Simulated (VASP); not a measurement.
**Band gap of CdS (Hawleyite) at several levels of theory**

How does the band gap of CdS (Hawleyite) depend on the functional? The starting structure is a measured crystal structure from the Crystallography Open Database. Cell and atoms stay as given. Meshes and data sets differ where the inputs say so.

Method: Kohn-Sham DFT with plane waves and PAW; 9 levels of theory, named at each step, in VASP 6.6.1.

### 1. The starting structure

The structure is cubic, space group F-43m (No. 216). The conventional cell has a = 5.833 Å, b = 5.833 Å, c = 5.833 Å, α = 90.00°, β = 90.00°, γ = 90.00°. Nearest to Cd lie 4 S at 2.53 Å. Nearest to S lie 4 Cd at 2.53 Å. Farther neighbours and most contacts between anions are not listed.

Coordinates:

```xyz
2
Lattice="0.0000 2.9165 2.9165 2.9165 0.0000 2.9165 2.9165 2.9165 0.0000" Properties=species:S:1:pos:R:3 pbc="T T T"
Cd    0.0000    0.0000    0.0000
S     4.3748    4.3748    4.3748
```

### 2. Bands with LDA

LDA, the lowest rung, knows the local density alone.

INCAR

```
SYSTEM = CdS
PREC = Accurate
ENCUT = 350
EDIFF = 1E-06
NELM = 100
ISMEAR = 0
SIGMA = 0.03
LREAL = .FALSE.
ALGO = Normal
GGA = CA
NBANDS = 21
LORBIT = 11
LWAVE = .FALSE.
LCHARG = .FALSE.
KPAR = 4
LASPH = .TRUE.
```

POSCAR

```
CdS
1.0
    0.0000000000      2.9165000000      2.9165000000
    2.9165000000      0.0000000000      2.9165000000
    2.9165000000      2.9165000000      0.0000000000
Cd S
1 1
Direct
    0.0000000000      0.0000000000      0.0000000000
    0.7500000000      0.7500000000      0.7500000000
```

KPOINTS

```
Automatic mesh
0
Gamma
6 6 6
0 0 0
```

KPOINTS_OPT

```
Line mode
10
Line-mode
Reciprocal
  0.00000000   0.00000000   0.00000000 GAMMA
  0.50000000   0.00000000   0.50000000 X

  0.50000000   0.00000000   0.50000000 X
  0.50000000   0.25000000   0.75000000 W

  0.50000000   0.25000000   0.75000000 W
  0.37500000   0.37500000   0.75000000 K

  0.37500000   0.37500000   0.75000000 K
  0.00000000   0.00000000   0.00000000 GAMMA

  0.00000000   0.00000000   0.00000000 GAMMA
  0.50000000   0.50000000   0.50000000 L

  0.50000000   0.50000000   0.50000000 L
  0.62500000   0.25000000   0.62500000 U

  0.62500000   0.25000000   0.62500000 U
  0.50000000   0.25000000   0.75000000 W

  0.50000000   0.25000000   0.75000000 W
  0.50000000   0.50000000   0.50000000 L

  0.50000000   0.50000000   0.50000000 L
  0.37500000   0.37500000   0.75000000 K

  0.62500000   0.25000000   0.62500000 U
  0.50000000   0.00000000   0.50000000 X
```

PAW data sets: Cd and S (LDA family, release 64).

Run with:

```
$ mpirun -np 4 vasp_std
```

Output:

```text
[banner, memory and clock lines left out]
running    4 mpi-ranks, on    1 nodes
 distrk:  each k-point on    1 cores,    4 groups
 distr:  one band on    1 cores,    1 groups

 POSCAR found type information on POSCAR CdS
 POSCAR found :  2 types and       2 ions
 LDA part: xc-table for (Slater(with rela. corr.)+CA(PZ))
 , standard interpolation
 POSCAR, INCAR and KPOINTS ok, starting setup
 FFT: planning ... GRIDC
 FFT: planning ... GRID_SOFT
 FFT: planning ... GRID
 WAVECAR not read
 entering main loop
       N       E                     dE             d eps       ncg     rms          rms(c)
DAV:   1     0.900317228296E+02    0.90032E+02   -0.69525E+03   720   0.567E+02
DAV:   2    -0.435634427608E+01   -0.94388E+02   -0.88819E+02   767   0.183E+02
DAV:   3    -0.789142744780E+01   -0.35351E+01   -0.35150E+01   818   0.371E+01
DAV:   4    -0.790975225379E+01   -0.18325E-01   -0.18323E-01   757   0.258E+00
DAV:   5    -0.790991157033E+01   -0.15932E-03   -0.15931E-03   817   0.221E-01    0.822E+00
DAV:   6    -0.742508194143E+01    0.48483E+00   -0.46346E-01   882   0.865E+00    0.658E+00
DAV:   7    -0.739729969143E+01    0.27782E-01   -0.12862E-01   812   0.205E+00    0.302E+00
DAV:   8    -0.739158644095E+01    0.57133E-02   -0.13253E-02   747   0.109E+00    0.230E-01
DAV:   9    -0.739119982040E+01    0.38662E-03   -0.11785E-03   832   0.441E-01    0.743E-02
DAV:  10    -0.739119624411E+01    0.35763E-05   -0.11108E-04   767   0.105E-01    0.599E-02
DAV:  11    -0.739120448696E+01   -0.82429E-05   -0.36506E-05   780   0.350E-02    0.243E-02
DAV:  12    -0.739120221217E+01    0.22748E-05   -0.41646E-06   811   0.220E-02    0.710E-03
DAV:  13    -0.739120227808E+01   -0.65906E-07   -0.80325E-07   481   0.450E-03
   1 F= -.73912023E+01 E0= -.73912023E+01  d E =-.414789E-27
 Start KPOINTS_OPT (optional k-point list driver)
k-point batch [1-16\100]
       N       E                     dE             ncg
DAV:   1     0.797973511947E+02   -0.59364E+04      712
DAV:   2    -0.136607538096E+04   -0.14459E+04      762
DAV:   3    -0.142000463336E+04   -0.53929E+02      797
DAV:   4    -0.142026260658E+04   -0.25797E+00      772
DAV:   5    -0.142026472439E+04   -0.21178E-02      835
DAV:   6    -0.142026474907E+04   -0.24687E-04      806
DAV:   7    -0.142026474938E+04   -0.30278E-06      692
[...]
k-point batch [97-100\100]
       N       E                     dE             ncg
DAV:   1     0.616475368564E+04   -0.21325E+04      200
DAV:   2     0.583298262669E+04   -0.33177E+03      201
DAV:   3     0.582180112098E+04   -0.11182E+02      203
DAV:   4     0.582174935592E+04   -0.51765E-01      193
DAV:   5     0.582174893694E+04   -0.41898E-03      208
DAV:   6     0.582174893212E+04   -0.48225E-05      188
DAV:   7     0.582174893206E+04   -0.60205E-07      184
```

Run time: 9.8 s. Hardware: 4 MPI ranks of Intel Xeon 6975P-C (Granite Rapids), shared host; peak memory 0.55 GiB.

Lines that name or quote the potential files are left out of all logs, and their timing lines are given in words.

OUTCAR, selected parts (step 2):

```text
ion  position               nearest neighbor table
   1  0.000  0.000  0.000-   2 2.53   2 2.53   2 2.53   2 2.53
   2  0.750  0.750  0.750-   1 2.53   1 2.53   1 2.53   1 2.53

  LATTYP: Found a face centered cubic cell.
 ALAT       =     5.8330000000

 Subroutine GETGRP returns: Found 24 space group operations
 (whereof 24 operations were pure point group operations)

The static configuration has the point symmetry T_d .

 Found     16 irreducible k-points:

   k-points           NKPTS =     16   k-points in BZ     NKDIM =     16   number of bands    NBANDS=     21

   dimension x,y,z NGX =    28 NGY =   28 NGZ =   28
   dimension x,y,z NGXF=    56 NGYF=   56 NGZF=   56

   ENCUT  =  350.0 eV  25.72 Ry    5.07 a.u.   6.29  6.29  6.29*2*pi/ulx,y,z

   NELECT =      18.0000    total number of electrons

 k-points in reciprocal lattice and weights: Automatic mesh
   0.00000000  0.00000000  0.00000000       0.005
   0.16666667  0.00000000  0.00000000       0.037
   0.33333333  0.00000000  0.00000000       0.037
   0.50000000  0.00000000  0.00000000       0.019
   0.16666667  0.16666667  0.00000000       0.028
   0.33333333  0.16666667  0.00000000       0.111
   0.50000000  0.16666667  0.00000000       0.111
  -0.33333333  0.16666667  0.00000000       0.111
  -0.16666667  0.16666667  0.00000000       0.056
[...]
-0.33333333  0.33333333  0.16666667       0.111
  -0.33333333  0.50000000  0.16666667       0.056

 average (electrostatic) potential at core
       1 -40.0994       2 -89.8407

 E-fermi :   1.3545

 k-point     1 :       0.0000    0.0000    0.0000
  band No.  band energies     occupation
    ...
      5      -6.1506      2.00000
      6      -6.1506      2.00000
      7       1.1327      2.00000
      8       1.1327      2.00000
      9       1.1327      2.00000
     10       2.0187      0.00000
     11       7.4895      0.00000
     12       7.4895      0.00000
     13       7.4895      0.00000
     14      12.2050      0.00000
    ...

 k-point     2 :       0.1667    0.0000    0.0000
  band No.  band energies     occupation
    ...
      5      -6.1519      2.00000
      6      -6.1519      2.00000
      7      -0.4529      2.00000
      8       0.9213      2.00000
      9       0.9213      2.00000
     10       3.2357      0.00000
     11       7.1321      0.00000
     12       7.8117      0.00000
     13       7.8117      0.00000
     14      11.7212      0.00000
    ...

 k-point     3 :       0.3333    0.0000    0.0000
  band No.  band energies     occupation
    ...
      5      -6.1348      2.00000
      6      -6.1348      2.00000
      7      -2.3708      2.00000
      8       0.5391      2.00000
      9       0.5391      2.00000
     10       3.8802      0.00000
     11       7.6443      0.00000
     12       8.0454      0.00000
     13       8.0454      0.00000
     14      11.8244      0.00000
    ...

  Total       -0.7371462     -0.7371462     -0.7371462      0.0000000      0.0000000      0.0000000
  in kB      -23.8039095    -23.8039095    -23.8039095      0.0000000      0.0000000      0.0000000
  external PRESSURE =     -23.8039095 kB  Pullay stress =       0.0000000 kB

  energy-cutoff  :      350.00
  volume of cell :       49.62
      direct lattice vectors                 reciprocal lattice vectors
     0.000000000  2.916500000  2.916500000    -0.171438368  0.171438368  0.171438368
     2.916500000  0.000000000  2.916500000     0.171438368 -0.171438368  0.171438368
     2.916500000  2.916500000  0.000000000     0.171438368  0.171438368 -0.171438368

 POSITION                                       TOTAL-FORCE (eV/Angst)
 -----------------------------------------------------------------------------------
      0.00000      0.00000      0.00000        -0.000000      0.000000      0.000000
      4.37475      4.37475      4.37475         0.000000     -0.000000     -0.000000
 -----------------------------------------------------------------------------------
    total drift:                               -0.000000     -0.000000     -0.000000

  FREE ENERGIE OF THE ION-ELECTRON SYSTEM (eV)
  ---------------------------------------------------
  free  energy   TOTEN  =        -7.3912022781 eV

  energy  without entropy=       -7.3912022781  energy(sigma->0) =       -7.39120228

 total charge
# of ion       s       p       d       tot
------------------------------------------
    1        0.442   0.334   9.536  10.312
    2        1.323   2.373   0.000   3.697
--------------------------------------------------
tot          1.765   2.708   9.536  14.009

[... 3 further parts left out ...]
```

Spin-orbit coupling is off here; it would split degenerate levels. At this level the cell is under a tension of 2.4 GPa, so at these settings it is away from equilibrium.

LDA gives a direct gap of 0.886 eV.

### 3. Bands with PBE

PBE, the usual starting point, adds the gradient of the density.

INCAR, as its differences from that of step 2:

```diff
@@ -9,3 +9,3 @@
 ALGO = Normal
-GGA = CA
+GGA = PE
 NBANDS = 21
```

POSCAR is that of step 2.

KPOINTS is that of step 2.

KPOINTS_OPT is that of step 2.

The projector-augmented-wave data sets are Cd and S (PBE family, release 64).

Run with:

```
$ mpirun -np 4 vasp_std
```

Output:

```text
[banner, memory and clock lines left out]
running    4 mpi-ranks, on    1 nodes
[...]
LDA part: xc-table for (Slater+PW92), standard interpolation
 POSCAR, INCAR and KPOINTS ok, starting setup
[...]
entering main loop
       N       E                     dE             d eps       ncg     rms          rms(c)
DAV:   1     0.893885203759E+02    0.89389E+02   -0.70095E+03   728   0.568E+02
DAV:   2    -0.321646781378E+01   -0.92605E+02   -0.87432E+02   767   0.181E+02
DAV:   3    -0.664419364750E+01   -0.34277E+01   -0.34085E+01   818   0.365E+01
DAV:   4    -0.666188220606E+01   -0.17689E-01   -0.17686E-01   752   0.252E+00
[...]
DAV:  11    -0.611400037459E+01   -0.79703E-04   -0.13286E-04   722   0.606E-02    0.327E-02
DAV:  12    -0.611399901593E+01    0.13587E-05   -0.54933E-06   793   0.195E-02    0.107E-02
DAV:  13    -0.611399973540E+01   -0.71947E-06   -0.15568E-06   757   0.604E-03
   1 F= -.61139997E+01 E0= -.61139997E+01  d E =-.166192E-13
 Start KPOINTS_OPT (optional k-point list driver)
k-point batch [1-16\100]
       N       E                     dE             ncg
DAV:   1     0.128945146499E+03   -0.58872E+04      712
DAV:   2    -0.130193928710E+04   -0.14309E+04      767
DAV:   3    -0.135471150635E+04   -0.52772E+02      797
DAV:   4    -0.135496741890E+04   -0.25591E+00      757
DAV:   5    -0.135496957376E+04   -0.21549E-02      820
DAV:   6    -0.135496959957E+04   -0.25814E-04      783
DAV:   7    -0.135496959990E+04   -0.32323E-06      682
[...]
k-point batch [97-100\100]
       N       E                     dE             ncg
DAV:   1     0.617827615516E+04   -0.21190E+04      200
DAV:   2     0.584931863921E+04   -0.32896E+03      201
DAV:   3     0.583835818930E+04   -0.10960E+02      203
DAV:   4     0.583830687383E+04   -0.51315E-01      193
DAV:   5     0.583830644570E+04   -0.42814E-03      208
DAV:   6     0.583830644062E+04   -0.50789E-05      193
DAV:   7     0.583830644055E+04   -0.65279E-07      176
```

Elapsed: 10 s, on 4 MPI ranks; peak memory 0.61 GiB.

OUTCAR, selected parts (step 3):

```text
  Total        0.8714750      0.8714750      0.8714750      0.0000000      0.0000000      0.0000000
  in kB       28.1416508     28.1416508     28.1416508      0.0000000      0.0000000      0.0000000
  external PRESSURE =      28.1416508 kB  Pullay stress =       0.0000000 kB

 POSITION                                       TOTAL-FORCE (eV/Angst)
 -----------------------------------------------------------------------------------
      0.00000      0.00000      0.00000        -0.000000     -0.000000     -0.000000
      4.37475      4.37475      4.37475         0.000000      0.000000      0.000000
 -----------------------------------------------------------------------------------
    total drift:                                0.000001      0.000001      0.000001

  FREE ENERGIE OF THE ION-ELECTRON SYSTEM (eV)
  ---------------------------------------------------
  free  energy   TOTEN  =        -6.1139997354 eV

  energy  without entropy=       -6.1139997354  energy(sigma->0) =       -6.11399974

[... 2 parts as in an earlier step ...]

[... 1 further part left out ...]
[key lines of the parts left out:]
E-fermi :   1.4648
```

PBE gives a direct gap of 1.143 eV. The least gap is +0.257 eV from that of LDA.

### 4. Bands with r2SCAN

r2SCAN adds the kinetic-energy density, costs more than a GGA and is run with LASPH.

INCAR, as its differences from that of step 3:

```diff
@@ -9,3 +9,4 @@
 ALGO = Normal
-GGA = PE
+METAGGA = R2SCAN
+LASPH = .TRUE.
 NBANDS = 21
@@ -15,2 +16 @@
 KPAR = 4
-LASPH = .TRUE.
```

POSCAR is that of step 3.

KPOINTS is that of step 3.

KPOINTS_OPT is that of step 3.

Run with:

```
$ mpirun -np 4 vasp_std
```

Output:

```text
[banner, memory and clock lines left out]
running    4 mpi-ranks, on    1 nodes
[...]
|                                                                             |
|               ----> ADVICE to this user running VASP <----                  |
|                                                                             |
|     You enforced a specific xc type in the INCAR file but a different       |
|     [... a line on the potential file left out ...]
|     I HOPE YOU KNOW WHAT YOU ARE DOING!                                     |
|                                                                             |

 LDA part: xc-table for (None), standard interpolation
 POSCAR, INCAR and KPOINTS ok, starting setup
[...]
entering main loop
       N       E                     dE             d eps       ncg     rms          rms(c)
DAV:   1     0.609817562630E+02    0.60982E+02   -0.71200E+03   736   0.578E+02
DAV:   2    -0.315007413078E+02   -0.92482E+02   -0.87337E+02   767   0.183E+02
[...]
DAV:  11    -0.296725257402E+02    0.39371E-04   -0.81249E-05   787   0.979E-02    0.971E-02
DAV:  12    -0.296725203650E+02    0.53751E-05   -0.72315E-05   762   0.776E-02    0.428E-02
DAV:  13    -0.296725199463E+02    0.41872E-06   -0.17541E-06   789   0.893E-03
   1 F= -.29672520E+02 E0= -.29672520E+02  d E =-.231118E-26
 Start KPOINTS_OPT (optional k-point list driver)
k-point batch [1-16\100]
       N       E                     dE             ncg
DAV:   1     0.536746621989E+01   -0.60108E+04      728
DAV:   2    -0.143127255645E+04   -0.14366E+04      767
DAV:   3    -0.148332349505E+04   -0.52051E+02      797
DAV:   4    -0.148356540251E+04   -0.24191E+00      772
DAV:   5    -0.148356747646E+04   -0.20740E-02      820
DAV:   6    -0.148356750152E+04   -0.25062E-04      808
DAV:   7    -0.148356750185E+04   -0.32541E-06      685
[...]
k-point batch [97-100\100]
       N       E                     dE             ncg
DAV:   1     0.615463260983E+04   -0.21426E+04      200
DAV:   2     0.581722093438E+04   -0.33741E+03      201
DAV:   3     0.580596875700E+04   -0.11252E+02      208
DAV:   4     0.580591727792E+04   -0.51479E-01      198
DAV:   5     0.580591684146E+04   -0.43646E-03      208
DAV:   6     0.580591683629E+04   -0.51723E-05      198
DAV:   7     0.580591683622E+04   -0.65591E-07      176
```

Run time: 37 s. Hardware: 4 MPI ranks; peak memory 0.61 GiB.

From OUTCAR (step 4):

```text
  Total        0.4291266      0.4291266      0.4291266      0.0000000      0.0000000      0.0000000
  in kB       13.8573467     13.8573467     13.8573467      0.0000000      0.0000000      0.0000000
  external PRESSURE =      13.8573467 kB  Pullay stress =       0.0000000 kB

 POSITION                                       TOTAL-FORCE (eV/Angst)
 -----------------------------------------------------------------------------------
      0.00000      0.00000      0.00000         0.000000      0.000000      0.000000
      4.37475      4.37475      4.37475        -0.000000     -0.000000     -0.000000
 -----------------------------------------------------------------------------------
    total drift:                                0.000001      0.000001      0.000001

  FREE ENERGIE OF THE ION-ELECTRON SYSTEM (eV)
  ---------------------------------------------------
  free  energy   TOTEN  =       -29.6725199463 eV

  energy  without entropy=      -29.6725199463  energy(sigma->0) =      -29.67251995

[... 2 parts as in an earlier step ...]

[... 1 further part left out ...]
[key lines of the parts left out:]
E-fermi :   1.2727
```

r2SCAN gives a direct gap of 1.587 eV. The least gap is +0.701 eV from that of LDA.

### 5. Bands with TB-mBJ

TB-mBJ is a local potential fitted to gaps: it costs far less than a hybrid but gives no energy. Its energies, forces and stress mean nothing.

INCAR, as its differences from that of step 4:

```diff
@@ -4,3 +4,3 @@
 EDIFF = 1E-06
-NELM = 100
+NELM = 150
 ISMEAR = 0
@@ -9,3 +9,3 @@
 ALGO = Normal
-METAGGA = R2SCAN
+METAGGA = MBJ
 LASPH = .TRUE.
```

POSCAR is that of step 4.

KPOINTS is that of step 4.

KPOINTS_OPT is that of step 4.

Run with:

```
$ mpirun -np 4 vasp_std
```

Output:

```text
[banner, memory and clock lines left out]
running    4 mpi-ranks, on    1 nodes
[...]
[... a notice as in an earlier step ...]

 LDA part: xc-table for (None), standard interpolation
 POSCAR, INCAR and KPOINTS ok, starting setup
[...]
entering main loop
       N       E                     dE             d eps       ncg     rms          rms(c)
DAV:   1     0.393967294920E+03    0.39397E+03   -0.69416E+03   728   0.565E+02
DAV:   2     0.302353754056E+03   -0.91614E+02   -0.86572E+02   767   0.181E+02
DAV:   3     0.299143450538E+03   -0.32103E+01   -0.31929E+01   818   0.351E+01
DAV:   4     0.299129658136E+03   -0.13792E-01   -0.13791E-01   757   0.225E+00
[...]
DAV:  93     0.301407338906E+03    0.15003E-05   -0.25638E-12   351   0.826E-06    0.770E-06
DAV:  94     0.301407337180E+03   -0.17258E-05   -0.79377E-13   351   0.643E-06    0.131E-05
DAV:  95     0.301407338172E+03    0.99220E-06   -0.31909E-12   351   0.612E-06
   1 F= 0.30140734E+03 E0= 0.30140734E+03  d E =-.164924E-17
 Start KPOINTS_OPT (optional k-point list driver)
k-point batch [1-16\100]
       N       E                     dE             ncg
DAV:   1     0.230727095225E+03   -0.57855E+04      728
DAV:   2    -0.117893404780E+04   -0.14097E+04      772
DAV:   3    -0.122688349516E+04   -0.47949E+02      802
DAV:   4    -0.122707662104E+04   -0.19313E+00      762
DAV:   5    -0.122707824554E+04   -0.16245E-02      813
DAV:   6    -0.122707826677E+04   -0.21225E-04      806
DAV:   7    -0.122707826706E+04   -0.29047E-06      677
[...]
k-point batch [97-100\100]
       N       E                     dE             ncg
DAV:   1     0.621245290614E+04   -0.20848E+04      200
DAV:   2     0.588193019919E+04   -0.33052E+03      201
DAV:   3     0.587167096566E+04   -0.10259E+02      203
DAV:   4     0.587163137151E+04   -0.39594E-01      188
DAV:   5     0.587163102033E+04   -0.35118E-03      208
DAV:   6     0.587163101573E+04   -0.45972E-05      193
DAV:   7     0.587163101566E+04   -0.63469E-07      176
```

It took 52 s on 4 MPI ranks; peak memory 0.64 GiB; 3.4 min of CPU time.

Parts of OUTCAR (step 5):

```text
  Total      -38.2066857    -38.2066857    -38.2066857      0.0000000     -0.0000000      0.0000000
  in kB    -1233.7694425  -1233.7694425  -1233.7694425      0.0000000     -0.0000000      0.0000000
  external PRESSURE =   -1233.7694425 kB  Pullay stress =       0.0000000 kB

 POSITION                                       TOTAL-FORCE (eV/Angst)
 -----------------------------------------------------------------------------------
      0.00000      0.00000      0.00000        -0.000000     -0.000000     -0.000000
      4.37475      4.37475      4.37475         0.000000      0.000000      0.000000
 -----------------------------------------------------------------------------------
    total drift:                                0.000020      0.000020      0.000020

  FREE ENERGIE OF THE ION-ELECTRON SYSTEM (eV)
  ---------------------------------------------------
  free  energy   TOTEN  =       301.4073381722 eV

  energy  without entropy=      301.4073381722  energy(sigma->0) =      301.40733817

[... 2 parts as in an earlier step ...]

[... 1 further part left out ...]
[key lines of the parts left out:]
E-fermi :   1.7128
```

TB-mBJ gives a direct gap of 2.640 eV. The least gap is +1.754 eV from that of LDA.

[end of part 1 of 3]

[Lines on the potential files, build, host, timing and source positions are cut from VASP's logs without a mark.]

[Logs are printed without paths, hosts, clocks, repeated set-up lines and the standing remarks that a program may print on its own settings, such as how far it seeks lower states.]

[Hosts, paths, dates, database ids (printed as entryN), source tags and the programs' standing remarks are cut or masked in the printed files.]
